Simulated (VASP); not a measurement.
Set up this calculation in VASP 6.6.1, as the native input.

```yaml
Task: single point
Functional: PBEsol
Potentials_or_basis: VASP PAW PBE potentials, release 64 (B, Na_pv, P, K_sv)
Cutoff: 520 eV
k_mesh: 2 × 3 × 2
Occupations: methfessel-paxton, width 0.15 eV
Spin: no spin polarisation
Dipole_correction: no
Further_INCAR_settings: ALGO = Fast; EDIFF = 1e-07; NBANDS = 50
```

The structure of K2NaBP2 lies in POSCAR:

```
K2NaBP2
1.0
    6.7815400000      1.1542220000     -0.5568690000
   -1.9260670000      6.1047570000     -0.4047810000
    1.0580550000     -0.0308130000      8.3916430000
B Na P K
2 2 4 4
Direct
    0.4663890258      0.8545688730      0.9495272658
    0.4116403411      0.0175589275      0.1183371677
    0.3084526509      0.7277764505      0.5971251159
    0.8559866528      0.4051205931      0.7969818962
    0.3211932104      0.3917505624      0.2257247748
    0.5523178092      0.6421412582      0.0762245542
    0.7048876426      0.8114363614      0.7513267781
    1.0075585481      0.3418095472      0.1085732712
    0.0198794173      0.8454879173      0.0565521765
    0.3491703626      0.2806125253      0.8469604545
    0.0696027247      0.0968019186      0.4736373052
    0.7399847888      0.5315607128      0.4076755012
```

The cell was built by a generator and needn't be a form met in nature.

One way to write it, as run:

INCAR

```
PREC     = Accurate       # precision mode
ENCUT    = 520            # plane-wave cutoff, eV
EDIFF    = 1E-7           # SCF threshold, eV
ISMEAR   = 1              # smearing method
SIGMA    = 0.15           # smearing width, eV
LREAL    = F              # projectors in reciprocal space
LASPH    = T              # aspherical terms in the spheres
NELM     = 80             # most SCF steps
ALGO     = Fast           # electronic algorithm
ISIF     = 2              # what is computed and relaxed
LWAVE    = F              # write WAVECAR
LCHARG   = T              # write CHGCAR
GGA      = PS             # functional
LELF     = T              # ELF
LVHAR    = T            
NBANDS   = 50             # bands
```

KPOINTS

```
Automatic mesh
0
Gamma
  2 3 2
```

Potentials or basis: VASP PAW PBE potentials, release 64 (B, Na_pv, P, K_sv).

Command:

```sh
$ cat potpaw_PBE.64/B/POTCAR potpaw_PBE.64/Na_pv/POTCAR potpaw_PBE.64/P/POTCAR potpaw_PBE.64/K_sv/POTCAR > POTCAR
$ mpirun -np 1 vasp_std > vasp.out
```

Results of the run:

```
Pressure               : -3.8 GPa
Largest force          : 1.929 eV/Å
Band gap on the k mesh : none (metal or under the smearing width)
```

Caveat: the k mesh is coarse (spacing up to 0.46 Å⁻¹), so the values aren't converged; the PAW data sets were made with another functional, which shifts forces and pressure a little.

Wall time 9.1 min on 1 thread of Intel(R) Xeon(R) 6975P-C (Granite Rapids) (shared host), peak memory 0.48 GiB.
